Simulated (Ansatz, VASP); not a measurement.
## Ni (Ni(100), 7 layers): VASP beside Ansatz

One calculation is typed for both programs; each brings its own data sets. How far apart do they land? The cell is taken from a series of runs on this material, whose earlier steps may have relaxed, scaled, displaced or heated it; both programs get it as it stands.

Program: Ansatz 0.2.0. Level of theory: plane waves, with VASP 6.6.1 beside it; single point at PBE. Results are calculated unless marked as measured.

## Step 1: Set-up

The cell holds 7 atoms: 7 Ni. Cell: a = 2.489 Å, b = 2.489 Å, c = 26.560 Å, α = 90.0°, β = 90.0°, γ = 90.0°. Vacuum lies along c.

Coordinates:

```cif
data_structure
_symmetry_space_group_name_H-M 'P 1'
_symmetry_Int_Tables_number 1
_cell_length_a 2.4890
_cell_length_b 2.4890
_cell_length_c 26.5600
_cell_angle_alpha 90.000
_cell_angle_beta 90.000
_cell_angle_gamma 90.000
_cell_volume 164.54
loop_
_atom_site_label
_atom_site_type_symbol
_atom_site_fract_x
_atom_site_fract_y
_atom_site_fract_z
_atom_site_occupancy
Ni1 Ni 0.00000 0.00000 0.30340 1
Ni2 Ni 0.50000 0.50000 0.36702 1
Ni3 Ni 0.00000 0.00000 0.43373 1
Ni4 Ni 0.50000 0.50000 0.50000 1
Ni5 Ni 0.00000 0.00000 0.56627 1
Ni6 Ni 0.50000 0.50000 0.63298 1
Ni7 Ni 0.00000 0.00000 0.69660 1
```

## Step 2: Ansatz: single point, PBE

Ansatz runs on its default PAW (the set named soft_2) files.

With cell and atoms fixed, the geometry can't cause a difference; cores, projectors, grids and the points listed under the comparison can.

File input.yaml:

```yaml
crystal:
  lattice:
    - [2.4890158698, 0.0, 0.0]
    - [0.0, 2.4890158698, 0.0]
    - [0.0, 0.0, 26.56]
  atoms:
    - { symbol: Ni, position: [0.0, 0.0, 0.3033971608], spin: 0.7 }
    - { symbol: Ni, position: [0.5, 0.5, 0.367017797], spin: 0.7 }
    - { symbol: Ni, position: [0.0, 0.0, 0.4337349398], spin: 0.7 }
    - { symbol: Ni, position: [0.5, 0.5, 0.5], spin: 0.7 }
    - { symbol: Ni, position: [0.0, 0.0, 0.5662650602], spin: 0.7 }
    - { symbol: Ni, position: [0.5, 0.5, 0.632982203], spin: 0.7 }
    - { symbol: Ni, position: [0.0, 0.0, 0.6966028392], spin: 0.7 }
magnetization:
  spin_polarized: true
kpoints:
  mp_grid: { grid: [12, 12, 1] }
hamiltonian:
  xc: pbe
scf:
  occupations: { method: fermi_dirac, width: 0.1 }
  convergence: { dr2_threshold: 1.0e-08 }
efield:
  axis: 3
  dipole_correction: true
  ramp_position: 0.97
  ramp_width: 0.04
output:
  write_potential: true
  write_density: true
  volumetric_format: npy
```

Run with:

```
$ ansatz run input.yaml --threads 4 --pin off --max-ram 16384MiB --backend cpu --events-out ev --progress --plain --runs-dir out
```

Numbers of over 12 decimals in the logs are rounded to 6 here.

Log:

```text
Engine: ansatz 0.2.0, aarch64-unknown-linux-gnu
Pseudopotentials: kind: paw
Pseudopotential: Ni, paw, valence charge 18, recommended cutoff 420 eV (normal), Ni.paw.azcp
Functional definition: PBE
  parameter kappa = 0.804
  parameter beta = 0.066725
  exchange = pbe_x(kappa = kappa, mu = beta*pi^2/3)
  correlation = pbe_c(beta = beta)
Crystal: 7 atoms, lattice volume = 164.545 Å³
Basis set: ecut = 420 eV, 3185 PW (Γ)
Bands: 79, of which v1, the nominal top of the filled ones, is band 63 counted from 1 (62 counted from 0)
Symmetry: 8 space group operations
k-points: 28 of 144
Non-local potential: Ni, projectors of the file, l = 0: 3, l = 1: 2, l = 2: 3, l = 3: 1
PAW form: soft (Blöchl's): semilocal exchange-correlation on the pseudo side does not see the compensation charge
PAW one-centre angular grid: Ni, 590 points (default); XC on 64 Gauss nodes
Initial density: superposition of atomic densities (neutral atoms: chi_scale 0, normalization atom)
Starting moments: Σ|m| = 4.9 μB on 7 of 7 sites
Initial wavefunctions: pseudopotential atomic-orbital guess
Functional: x = pbe(κ = 0.804, μ = 0.219515), c = pbe(β = 0.066725)
SCF iter   1: F=—  HF=-40870.290897 eV  |F-HF|=—  |Δ(HF+E_count)|=         —  Δρ=4.64e-2 (↑2.28e-2 ↓4.64e-2)  dr2=7.40e0  dr2_m=1.35e0  M=5.896 μB ∫|m|=6.175 μB  β_m=1.00  ethr=3.10e-3  p=0.000 e·Å  D=3.60e-6 V/Å  ΔV_dip=-0.00 eV  dr2_dipole=3.59e-7  V_vac-E_F(+/−)=7.21/7.21 eV  ⟨swp⟩=9.2  Hψ=20718  notcnv=0  defer=108
Mixer restart at iter 1: flushing history
efield: sawtooth ramp at fractional position 0.9700 (set: `efield.ramp_position`, or a place that a band, a saddle search or an elastic batch's reference lends), width 0.0400; the density the first Hamiltonian is built on has a dipole p = 0.000 e·Å; the dipole correction subtracts the counter field D = 3.60e-6 V/Å, which shifts the + side's vacuum level by -0.00 eV against the − side's; the planar-averaged density in the ramp window peaks in size at 4.9e-6 e/Å³
preconditioner: auto → LDOS  [metal: Δε(μ)=0.003 eV  Ē_g=7.666 eV  σ=0.100 eV  W_gap=0.01  n_scr=42 (ndim 8)  ℏωp=24.2 eV  f_vac=0.493  D(μ)=12.25/eV (n_scr^D=150)]
spin=Collinear: LDOS preconditioning applied to the charge; magnetization (m = ρ↑ − ρ↓) channel mixes plain (no charge-response kernel on spin).
SCF iter   2: F=—  HF=-40870.507310 eV  |F-HF|=—  |Δ(HF+E_count)|=   2.16e-1  Δρ=1.49e-2 (↑1.36e-2 ↓1.49e-2)  dr2=1.14e0  dr2_m=2.68e-2  M=5.532 μB ∫|m|=6.060 μB  β_m=0.30  ethr=3.10e-3  p=0.000 e·Å  D=1.54e-5 V/Å  ΔV_dip=-0.00 eV  dr2_dipole=1.09e-4  V_vac-E_F(+/−)=6.23/6.23 eV  ⟨swp⟩=2.6  Hψ=7460  notcnv=0  defer=237
density mixer auto → msr1: a metal under ldos (density of states about μ 3.68 of a free-electron gas's, 42 screened modes)
SCF iter   3: F=—  HF=-40872.938853 eV  |F-HF|=—  |Δ(HF+E_count)|=    2.43e0  Δρ=1.02e-2 (↑6.18e-3 ↓1.02e-2)  dr2=2.71e-1  dr2_m=3.72e-2  M=5.397 μB ∫|m|=5.950 μB  β_m=0.47  ethr=9.05e-4  p=0.000 e·Å  D=6.83e-5 V/Å  ΔV_dip=-0.00 eV  dr2_dipole=2.12e-4  V_vac-E_F(+/−)=5.81/5.81 eV  ⟨swp⟩=2.5  Hψ=6917  notcnv=0  defer=252
SCF iter   4: F=—  HF=-40875.615092 eV  |F-HF|=—  |Δ(HF+E_count)|=    2.68e0  Δρ=1.25e-2 (↑5.06e-3 ↓1.25e-2)  dr2=2.50e-1  dr2_m=4.76e-2  M=5.016 μB ∫|m|=5.627 μB  β_m=0.61  ethr=2.15e-4  p=0.000 e·Å  D=6.64e-5 V/Å  ΔV_dip=-0.00 eV  dr2_dipole=7.36e-5  V_vac-E_F(+/−)=5.28/5.28 eV  ⟨swp⟩=2.7  Hψ=8586  notcnv=0  defer=256
SCF iter   5: F=—  HF=-40876.416998 eV  |F-HF|=—  |Δ(HF+E_count)|=   8.02e-1  Δρ=5.54e-3 (↑3.00e-3 ↓5.54e-3)  dr2=7.83e-2  dr2_m=6.34e-3  M=4.778 μB ∫|m|=5.386 μB  β_m=0.81  ethr=1.98e-4  p=0.000 e·Å  D=1.60e-5 V/Å  ΔV_dip=-0.00 eV  dr2_dipole=6.26e-7  V_vac-E_F(+/−)=5.10/5.10 eV  ⟨swp⟩=2.2  Hψ=7417  notcnv=0  defer=267
SCF iter   6: F=—  HF=-40876.517256 eV  |F-HF|=—  |Δ(HF+E_count)|=   1.00e-1  Δρ=4.96e-3 (↑3.60e-3 ↓4.96e-3)  dr2=6.95e-2  dr2_m=1.74e-3  M=4.693 μB ∫|m|=5.317 μB  β_m=0.70  ethr=6.22e-5  p=0.000 e·Å  D=1.64e-5 V/Å  ΔV_dip=-0.00 eV  dr2_dipole=3.48e-8  V_vac-E_F(+/−)=4.99/4.99 eV  ⟨swp⟩=2.9  Hψ=9825  notcnv=0  defer=279
SCF iter   7: F=—  HF=-40876.502193 eV  |F-HF|=—  |Δ(HF+E_count)|=   1.51e-2  Δρ=2.69e-3 (↑8.98e-4 ↓2.69e-3)  dr2=1.17e-2  dr2_m=1.62e-3  M=4.667 μB ∫|m|=5.293 μB  β_m=0.59  ethr=5.52e-5  p=0.000 e·Å  D=6.72e-6 V/Å  ΔV_dip=-0.00 eV  dr2_dipole=3.50e-8  V_vac-E_F(+/−)=4.96/4.96 eV  ⟨swp⟩=2.1  Hψ=7307  notcnv=0  defer=280
SCF iter   8: F=—  HF=-40876.500032 eV  |F-HF|=—  |Δ(HF+E_count)|=   2.16e-3  Δρ=5.46e-4 (↑5.46e-4 ↓3.65e-4)  dr2=5.88e-4  dr2_m=9.46e-5  M=4.651 μB ∫|m|=5.280 μB  β_m=0.73  ethr=9.29e-6  p=0.000 e·Å  D=9.74e-7 V/Å  ΔV_dip=-0.00 eV  dr2_dipole=1.72e-7  V_vac-E_F(+/−)=4.91/4.91 eV  ⟨swp⟩=2.5  Hψ=7469  notcnv=0  defer=280
[...]
SCF iter  13: F=—  HF=-40876.500950 eV  |F-HF|=—  |Δ(HF+E_count)|=   6.26e-8  Δρ=9.80e-6 (↑7.30e-6 ↓9.80e-6)  dr2=5.42e-7  dr2_m=2.07e-8  M=4.660 μB ∫|m|=5.290 μB  β_m=0.67  ethr=3.83e-10  p=0.000 e·Å  D=2.86e-6 V/Å  ΔV_dip=-0.00 eV  dr2_dipole=6.20e-10  V_vac-E_F(+/−)=4.91/4.91 eV  ⟨swp⟩=2.9  Hψ=8058  notcnv=0  defer=280
SCF iter  14: F=—  HF=-40876.500950 eV  |F-HF|=—  |Δ(HF+E_count)|=   7.38e-8  Δρ=7.67e-6 (↑5.53e-6 ↓7.67e-6)  dr2=2.34e-7  dr2_m=4.92e-9  M=4.660 μB ∫|m|=5.290 μB  β_m=0.55  ethr=3.83e-10  p=0.000 e·Å  D=5.81e-6 V/Å  ΔV_dip=-0.00 eV  dr2_dipole=3.67e-9  V_vac-E_F(+/−)=4.91/4.91 eV  ⟨swp⟩=2.0  Hψ=6207  notcnv=0  defer=280
SCF iter  15: F=—  HF=-40876.500950 eV  |F-HF|=—  |Δ(HF+E_count)|=   1.77e-8  Δρ=3.07e-6 (↑2.57e-6 ↓3.07e-6)  dr2=3.10e-8  dr2_m=1.84e-9  M=4.660 μB ∫|m|=5.290 μB  β_m=0.48  ethr=1.86e-10  p=0.000 e·Å  D=3.97e-6 V/Å  ΔV_dip=-0.00 eV  dr2_dipole=1.08e-10  V_vac-E_F(+/−)=4.90/4.91 eV  ⟨swp⟩=2.0  Hψ=6120  notcnv=0  defer=280
SCF iter  16: F=—  HF=-40876.500950 eV  |F-HF|=—  |Δ(HF+E_count)|=  5.31e-10  Δρ=1.49e-6 (↑9.87e-7 ↓1.49e-6)  dr2=5.68e-9  dr2_m=6.18e-10  M=4.660 μB ∫|m|=5.290 μB  β_m=0.44  ethr=2.46e-11  p=0.000 e·Å  D=4.34e-6 V/Å  ΔV_dip=-0.00 eV  dr2_dipole=1.07e-11  V_vac-E_F(+/−)=4.90/4.90 eV  ⟨swp⟩=2.4  Hψ=7193  notcnv=0  defer=280
SCF iter  17: F=—  HF=-40876.500950 eV  |F-HF|=—  |Δ(HF+E_count)|=   5.52e-9  Δρ=1.71e-6 (↑5.76e-7 ↓1.71e-6)  dr2=1.63e-8  dr2_m=5.93e-10  M=4.660 μB ∫|m|=5.290 μB  β_m=0.60  ethr=4.51e-12  p=0.000 e·Å  D=4.34e-6 V/Å  ΔV_dip=-0.00 eV  dr2_dipole=1.19e-11  V_vac-E_F(+/−)=4.90/4.90 eV  ⟨swp⟩=2.5  Hψ=7475  notcnv=0  defer=280
SCF iter  18: F=-40876.500950 eV  HF=-40876.500950 eV  |F-HF|=6.54e-9  |Δ(HF+E_count)|=   5.23e-9  Δρ=1.34e-6 (↑3.77e-7 ↓1.34e-6)  dr2=7.58e-9  dr2_m=4.20e-10  M=4.660 μB ∫|m|=5.290 μB  ethr=4.51e-12  p=0.000 e·Å  D=4.35e-6 V/Å  ΔV_dip=-0.00 eV  dr2_dipole=1.93e-12  V_vac-E_F(+/−)=4.90/4.90 eV  ⟨swp⟩=10.8  Hψ=15697  notcnv=0
SCF 1 converged in 18 iterations: F = -40876.500950 eV  dr2 = 7.58e-9
  greatest PAW one-centre occupation: 1.001 electrons in one spin orbital (limit 2), on the Ni atom at site 0 (counted from 0), in its partial waves of l = 1
WARN: The output density's exchange-correlation potential varies sharply where the density is thin. Do not read a vacuum level from v_tot or v_xc, or from such a field of the output density. On a cell that repeats whose density bears no net charge and no dipole along the vacuum's axis use v_es (v_loc + v_h of the components); under efield.dipole_correction with no amplitude use v_es + v_field, which holds any externa [...]
SCF converged after 18 iterations
Magnetization: 4.6599 μB (65.3300 up, 60.6700 down)
Absolute magnetization: 5.2956 μB (∫|ρ↑−ρ↓|, with the PAW one-centre terms)
Spin contamination: 0.0617 ħ² per cell (⟨S²⟩ above its minimum at these occupations)
Per-site moments (μB) at R_I (Å): [(0.763267, 1.006441), (0.692235, 1.006441), (0.680492, 1.026719), (0.661174, 1.026719), (0.680492, 1.026719), (0.692235, 1.006441), (0.763267, 1.006441)]
Free energy (F): -40876.500950 eV
Harris-Foulkes:  -40876.500950 eV  (|F-HF|=6.54e-9)
Internal energy: -40876.108505 eV  (E = F + TS)
E sigma→0 (E₀):  -40876.304727 eV
Entropy (-TS):   -0.392445 eV (-56.064 meV/atom)
Fermi energy:    5.834772 eV
Dipole field:    D = 0.000006 V/Å  (p = 0.000006 e·Å, saw-weighted, corrected)
Work function:   Φ+ = 4.9046 eV   Φ− = 4.9048 eV
Levels:          The Fermi level and band energies are counted from a zero that moves with the ramp; work functions are not
--- Per-component energies (eV) ---
  E_band       = -3531.731928
  E_kinetic    = 1972.708256
  E_local      = -325965.217860  (includes V_loc(G=0)·N_el)
  E_nonlocal   = 4456.807590
  E_hartree    = 160225.775545
  E_xc         = -590.117784
  E_vxc        = -760.634189  (∫ρ·V_xc dr)
  E_paw        = -11413.826303  (= ΣΔE_a)
  E_vpaw       = -3686.932100  (= ΣTr[D̂ρ^β])
  E_aug_tail   = 0.003918  (compensation charges beyond the density's cutoff)
  E_efield     = 0.000000  (sawtooth field / dipole correction)
  E_vefield    = -0.000215  (∫n·V_field dr)
  E_ewald      = 130437.758133
  E_smearing   = -0.392445  (= −TS)
  E_closure    = 0.000000  (closes the sum)
  Σ components = -40876.500950   (vs F -40876.500950, Δ=0.00e0)
--- Band table (eV; the first three rows and the last of 56) ---
  k-point 0 ↑: bands = [... 59 lower, 4.8406, 4.9719, 5.1336, 5.1504, 5.1504, 5.2239, 5.2693, 5.3216, ... 12 higher]
  k-point 1 ↑: bands = [... 59 lower, 4.7786, 4.9939, 5.0142, 5.0175, 5.0322, 5.1829, 5.1837, 5.2700, ... 12 higher]
  k-point 2 ↑: bands = [... 59 lower, 4.6883, 4.7374, 4.9376, 4.9743, 5.0991, 5.2176, 5.2938, 5.3002, ... 12 higher]
  k-point 27 ↓: bands = [... 59 lower, 6.2648, 6.2654, 6.4770, 6.4770, 8.7103, 8.7103, 9.9686, 9.9686, ... 12 higher]
```

(Part 1 of 2 ends here.)

[Lines on the potential files, build, host, timing and source positions are cut from VASP's logs without a mark.]

[Logs are printed without paths, hosts, clocks, repeated set-up lines and the standing remarks that a program may print on its own settings, such as how far it seeks lower states.]

[Hosts, paths, dates, database ids (printed as entryN), source tags and the programs' standing remarks are cut or masked in the printed files.]
